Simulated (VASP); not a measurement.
Data:

```xyz
3
Lattice="0.0000 2.6558 2.6558 2.6558 0.0000 2.6558 2.6558 2.6558 0.0000" Properties=species:S:1:pos:R:3 pbc="T T T"
Co     0.0000     0.0000     0.0000
Si     1.3279     1.3279     1.3279
Si     3.9837     3.9837     3.9837
```

Method: r2SCAN meta-GGA, VASP's PBE PAW potentials (set 64) (plane waves; VASP). Run with 480 eV cut-off, 10×10×10 Γ-centred mesh, first-order Methfessel-Paxton smearing of 0.10 eV, potentials Co Si.

Each row applies one change to this cell, which was relaxed at other settings and keeps the small stress of the first row; at a fixed cut-off the stress holds a Pulay part, so it need not integrate to ΔE exactly. Stress is in GPa, positive when the cell is compressed.

```csv
change,ΔE (meV/atom),σxx,σyy,σzz,"largest shear component, with its sign (GPa)",largest force (eV/Å)
none,0.0,0.25,0.25,0.25,0.00,0.000
isotropic strain of +1.0 %,6.2,-5.33,-5.33,-5.33,0.00,0.000
atom 1 (Co) moved by 0.200 Å along z,___,___,___,___,___,___
biaxial strain of -0.5 % in the yz plane,1.0,1.94,2.47,2.47,0.00,0.000
biaxial strain of -1.0 % in the yz plane,3.9,3.71,4.84,4.84,0.00,0.000
biaxial strain of -1.5 % in the xz plane,___,___,___,___,___,___
```

**Question.** What belongs in the gaps?

**Answer.** 
- atom 1 (Co) moved by 0.200 Å along z, ΔE (meV/atom): 88.2
- atom 1 (Co) moved by 0.200 Å along z, σxx: 4.47
- atom 1 (Co) moved by 0.200 Å along z, σyy: 4.47
- atom 1 (Co) moved by 0.200 Å along z, σzz: 2.55
- atom 1 (Co) moved by 0.200 Å along z, largest shear component, with its sign (GPa): 0.00
- atom 1 (Co) moved by 0.200 Å along z, largest force (eV/Å): 2.650
- biaxial strain of -1.5 % in the xz plane, ΔE (meV/atom): 8.5
- biaxial strain of -1.5 % in the xz plane, σxx: 7.34
- biaxial strain of -1.5 % in the xz plane, σyy: 5.52
- biaxial strain of -1.5 % in the xz plane, σzz: 7.34
- biaxial strain of -1.5 % in the xz plane, largest shear component, with its sign (GPa): 0.00
- biaxial strain of -1.5 % in the xz plane, largest force (eV/Å): 0.000

Failed runs are left out, and for metals the shear rows, which the mesh's noise covers.

The compound is CoSi2 in the fluorite structure. The run is not spin-polarised, so no magnetic state was tried. The electron count is odd and the run is not spin-polarised, which forces a metal.
